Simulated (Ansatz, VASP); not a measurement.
# HfC in two plane-wave programs, part 2 of 2

Wanted: the spread between two codes on one cell, functional and k mesh. The cell is taken from a series of runs on this material, whose earlier steps may have relaxed, scaled, displaced or heated it; both programs get it as it stands.

VASP 6.6.1 and Ansatz 0.2.0.

So far: The starting structure; VASP: zone-centre phonons, PBEsol.

**3. Ansatz: zone-centre phonons, PBEsol**

Level of this step: Ansatz beside VASP: Kohn-Sham DFT, plane waves, PBEsol (Ansatz).

Ansatz runs on its PAW soft_1 files.

The same cell, functional, mesh and smearing now go to Ansatz, which takes its cutoff from its data sets.

File input.yaml:

```yaml
crystal:
  lattice:
    - [0.0145618915, 2.3120539797, 2.3003019352]
    - [2.3120539797, 0.0145618915, 2.3003019352]
    - [2.3266158712, 2.3266158712, -1.0e-10]
  atoms:
    - { symbol: C, position: [0.0, 0.0, 0.0] }
    - { symbol: Hf, position: [0.5, 0.5, 0.5] }
kpoints:
  mp_grid: { grid: [16, 16, 16] }
hamiltonian:
  xc: pbesol
  pseudopotentials: { kind: paw, azcp: { folder: soft_1 }, xc_functional: pbe }
scf:
  occupations: { method: methfessel_paxton, width: 0.2 }
output:
  eigenvalues: true
phonons:
  method: dfpt
```

Started as:

```console
> ansatz run input.yaml --threads 4 --pin off --max-ram 10240MiB --backend cpu --events-out ev --progress --plain --runs-dir out
```

Numbers of over 12 decimals in the logs are rounded to 6 here.

What it wrote:

```text
zone centre: on kpoints.mp_grid the ground state, and the responses unless they are solved on pairs of k-points, stand on 1098 of the mesh's 4096 k-points, reduced under 4 symmetry operations, with k and −k counted as one. Each operation leaves every solved displacement unchanged or reverses it
Engine: ansatz 0.2.0, aarch64-unknown-linux-gnu
Pseudopotentials: kind: paw
Pseudopotential: C, paw, valence charge 4, recommended cutoff 420 eV (normal), soft_1/C.paw.azcp
Pseudopotential: Hf, paw, valence charge 26, recommended cutoff 420 eV (normal), soft_1/Hf.paw.azcp
Functional definition: PBEsol
  exchange = pbesol_x
  correlation = pbesol_c
Crystal: 2 atoms, lattice volume = 24.592 Å³
Basis set: ecut = 420 eV, 527 PW (Γ), exchange–correlation on 48×48×48 points (8 copies of the dense FFT grid, shifted against one another)
Bands: 19, of which v1, the nominal top of the filled ones, is band 15 counted from 1 (14 counted from 0)
Symmetry: 8 space group operations
k-points: 1098 of 4096 (irreducible under 4 space group operations)
Non-local potential: C, projectors of the file, l = 0: 2, l = 1: 2, l = 2: 1
Non-local potential: Hf, projectors of the file, l = 0: 3, l = 1: 2, l = 2: 2, l = 3: 3
PAW form: soft (Blöchl's): semilocal exchange-correlation on the pseudo side does not see the compensation charge
PAW frozen core: C, regenerated for the run's functional, and the local potential with it (the file was generated under x = pbe(κ = 0.804, μ = 0.219515), c = pbe(β = 0.066725))
PAW frozen core: Hf, regenerated for the run's functional, and the local potential with it (the file was generated under x = pbe(κ = 0.804, μ = 0.219515), c = pbe(β = 0.066725))
PAW one-centre angular grid: C, 110 points (default); XC on 64 Gauss nodes
PAW one-centre angular grid: Hf, 590 points (default); XC on 64 Gauss nodes
Initial density: superposition of atomic densities (chi_scale 0.1, normalization cell, long waves kept (reshape's long-wave potential 0.00 eV rms))
Initial wavefunctions: pseudopotential atomic-orbital guess
Functional: x = pbesol(κ = 0.804, μ = 0.123457), c = pbesol(β = 0.046)
SCF iter   1: F=—  HF=-15848.052944 eV  |F-HF|=—  |Δ(HF+E_count)|=         —  Δρ=8.62e-2  dr2=2.48e0  ethr=3.10e-3  ⟨swp⟩=4.9  Hψ=91026  notcnv=0  defer=1
preconditioner: auto → Kerker (q_TF=auto, 2.820 Å⁻¹)  [metal: Δε(μ)=0.008 eV  Ē_g=17.641 eV  σ=0.200 eV  W_gap=0.03  n_scr=14 (ndim 8)  ℏωp=39.6 eV  f_vac=0.000  D(μ)=0.21/eV (n_scr^D=0)]
SCF iter   2: F=—  HF=-15847.541321 eV  |F-HF|=—  |Δ(HF+E_count)|=   5.12e-1  S|Δr|=    0.00e0  Δρ=3.33e-2  dr2=2.71e-1  ethr=3.10e-3  ⟨swp⟩=2.5  Hψ=38552  notcnv=0  defer=8
SCF iter   3: F=—  HF=-15847.486802 eV  |F-HF|=—  |Δ(HF+E_count)|=   5.45e-2  S|Δr|=    0.00e0  Δρ=1.42e-2  dr2=3.09e-2  ethr=9.03e-4  ⟨swp⟩=2.1  Hψ=37465  notcnv=0  defer=1
SCF iter   4: F=—  HF=-15847.478613 eV  |F-HF|=—  |Δ(HF+E_count)|=   8.19e-3  S|Δr|=    0.00e0  Δρ=8.24e-3  dr2=7.86e-3  ethr=1.03e-4  ⟨swp⟩=2.1  Hψ=37439  notcnv=0
SCF iter   5: F=—  HF=-15847.478791 eV  |F-HF|=—  |Δ(HF+E_count)|=   1.78e-4  S|Δr|=    0.00e0  Δρ=1.46e-3  dr2=2.76e-4  ethr=2.62e-5  ⟨swp⟩=2.3  Hψ=35951  notcnv=0
SCF iter   6: F=—  HF=-15847.478751 eV  |F-HF|=—  |Δ(HF+E_count)|=   4.00e-5  S|Δr|=    0.00e0  Δρ=2.49e-4  dr2=1.52e-5  ethr=9.21e-7  ⟨swp⟩=3.0  Hψ=37879  notcnv=0
SCF iter   7: F=—  HF=-15847.478759 eV  |F-HF|=—  |Δ(HF+E_count)|=   8.61e-6  S|Δr|=    0.00e0  Δρ=6.71e-5  dr2=8.16e-7  ethr=5.08e-8  ⟨swp⟩=2.2  Hψ=37975  notcnv=0
SCF iter   8: F=—  HF=-15847.478758 eV  |F-HF|=—  |Δ(HF+E_count)|=   1.25e-6  S|Δr|=    0.00e0  Δρ=1.32e-5  dr2=2.46e-8  ethr=2.72e-9  ⟨swp⟩=2.9  Hψ=41729  notcnv=0
SCF iter   9: F=—  HF=-15847.478758 eV  |F-HF|=—  |Δ(HF+E_count)|=   1.57e-8  S|Δr|=    0.00e0  Δρ=2.45e-6  dr2=1.20e-9  ethr=8.19e-11  ⟨swp⟩=2.3  Hψ=34778  notcnv=0
SCF iter  10: F=—  HF=-15847.478758 eV  |F-HF|=—  |Δ(HF+E_count)|=  8.35e-10  S|Δr|=    0.00e0  Δρ=3.07e-7  dr2=1.62e-11  ethr=4.01e-12  ⟨swp⟩=2.7  Hψ=40819  notcnv=0
SCF iter  11: F=-15847.478758 eV  HF=-15847.478758 eV  |F-HF|=3.64e-12  |Δ(HF+E_count)|=  3.27e-11  S|Δr|=    0.00e0  Δρ=4.94e-8  dr2=3.32e-13  ethr=1.00e-12  ⟨swp⟩=7.8  Hψ=124244  notcnv=0
SCF 1 converged in 11 iterations: F = -15847.478758 eV  dr2 = 3.32e-13
  Residual-converged pass: ⟨swp⟩=1.0  Hψ=25264  notcnv=0  max |occ|·‖R‖ = 7.1e-9 eV (tolerance 1.0e-8 eV)  dr2=3.32e-13  dr2_onsite=5.07e-15  max |Δocc| = 3.7e-11
  greatest PAW one-centre occupation: 0.998 electrons in one spin orbital (limit 2), on the Hf atom at site 1 (counted from 0), in its partial waves of l = 0
DFPT response loops at Γ: preconditioner auto → Kerker (q_TF=auto, 2.820 Å⁻¹) (partly filled bands, converged f_vac=0.000); β = 1.00, the filter's whole step (`scf.mixing.beta` (0.50) is not read by the response loops under this deck's `scf.mixing.preconditioner`; to damp them name `kerker` or `kerker_dos`, under which they read `scf.mixing.beta`, and type it under 1.00, their step now; both keys bind the ground state too); Broyden in place of MSR1
SCF converged after 11 iterations
Stability not checked: this state was not tested for a lower state beside it, because cold or Methfessel-Paxton smearing, or corrected tetrahedra, fill the levels in a way that the test cannot read (fill_not_monotonic; see scf.lower_state_search)
Free energy (F): -15847.478758 eV
Harris-Foulkes:  -15847.478758 eV  (|F-HF|=3.64e-12)
Internal energy: -15847.478055 eV  (E = F + TS)
E sigma→0 (E₀):  -15847.478582 eV
Entropy (-TS):   -0.000703 eV (-0.352 meV/atom)
Fermi energy:    18.867141 eV
--- Per-component energies (eV) ---
  E_band       = 76.597525
  E_kinetic    = 494.455116
  E_local      = -6170.465719  (includes V_loc(G=0)·N_el)
  E_nonlocal   = 91.277000
  E_hartree    = 3023.762183
  E_xc         = -312.290398
  E_vxc        = -313.811591  (∫ρ·V_xc dr)
  E_paw        = -7673.564076  (= ΣΔE_a)
  E_vpaw       = -72.381717  (= ΣTr[D̂ρ^β])
  E_aug_tail   = 0.000104  (compensation charges beyond the density's cutoff)
  E_ewald      = -5301.924422
  E_core_change = 1.272157  (= ΣΔE_core)
  E_smearing   = -0.000703  (= −TS)
  E_closure    = -0.000000  (closes the sum)
  Σ components = -15847.478758   (vs F -15847.478758, Δ=0.00e0)
--- Band table (eV; the first three rows and the last of 1098) ---
  k-point 0: bands = [... 11 lower, 8.0124, 19.9103, 19.9787, 19.9932, 20.0788, 20.2214, 20.2636, 22.2350]
  k-point 1: bands = [... 11 lower, 8.0121, 19.0929, 19.3879, 19.4375, 20.4260, 20.5052, 20.7360, 22.7561]
  k-point 2: bands = [... 11 lower, 8.0124, 18.0207, 18.5573, 18.6099, 20.7662, 20.8482, 21.1941, 23.8501]
  k-point 1097: bands = [... 11 lower, 8.3801, 16.3125, 16.9329, 18.7539, 18.8818, 24.2619, 25.7230, 25.7340]
--- Phonons (Γ-DFPT): 4 representative perturbations + reference, on 1098 of 4096 k-points (Σ response iterations 12) ---
  k mesh reduced under 4 symmetry operations, with k and −k counted as one. Each operation leaves every solved displacement unchanged or reverses it
  ASR residual: 2.475e-5 → 0.000e0 eV/Å²; symmetrization residual: 2.863e-7 eV/Å²
  ASR residual per site (eV/Å²): 1.22e-5 2.48e-5
  Γ frequencies (cm⁻¹): 0.00 0.00 0.00 435.56 448.24 457.34
  non-analytic LO–TO correction: not included (Born effective charges unavailable; polar crystals: no LO–TO splitting at Γ)
```

Reading the cycles: dr2 is the Hartree energy of the density residual (eV), the measure of convergence; HF is the Harris–Foulkes estimate of the energy, which meets the free energy F at convergence.

**4. Differences**

Known differences besides the potentials themselves: the data sets hold 30 valence electrons in Ansatz (on its PAW soft_1 files) and 14 in VASP; the cutoff is 420 eV in Ansatz and 600 eV in VASP; Ansatz makes its cores anew for this functional, VASP keeps those of its PBE data sets. Total energies have different zeros and are not compared.

Both answers:

```
             quantity  Ansatz   VASP  difference
optical mode 1 (cm⁻¹)   435.6  433.2     +0.55 %
optical mode 2 (cm⁻¹)   448.2  446.3     +0.44 %
optical mode 3 (cm⁻¹)   457.3  455.5     +0.39 %
```

Modes are paired by rising frequency, not by their patterns, so a pair may set unlike modes beside each other; they are those without the splitting of longitudinal modes.

**5. What came out**

```
r.m.s. difference of the optical zone-centre modes, each program's sorted by frequency (zone-centre phonons, PBEsol) : 2.1 cm⁻¹
difference in optical mode 1 (zone-centre phonons, PBEsol)                                                           : +0.5 %
```

**Reading.** The r.m.s. difference of the optical zone-centre modes, each program's sorted by frequency is 2.1 cm⁻¹ (zone-centre phonons, PBEsol). The data sets hold unlike numbers of valence electrons (30 in Ansatz and 14 in VASP), so part of the differences comes from the potentials. Among the rows given in per cent, the largest difference of the zone-centre phonons, PBEsol pair is in optical mode 1, +0.5 %. Such differences can come from data sets, numerical settings and the points named under the comparisons, not from the functional's error against experiment.

[Lines on the potential files, build, host, timing and source positions are cut from VASP's logs without a mark.]

[Logs are printed without paths, hosts, clocks, repeated set-up lines and the standing remarks that a program may print on its own settings, such as how far it seeks lower states.]

[Hosts, paths, dates, database ids (printed as entryN), source tags and the programs' standing remarks are cut or masked in the printed files.]
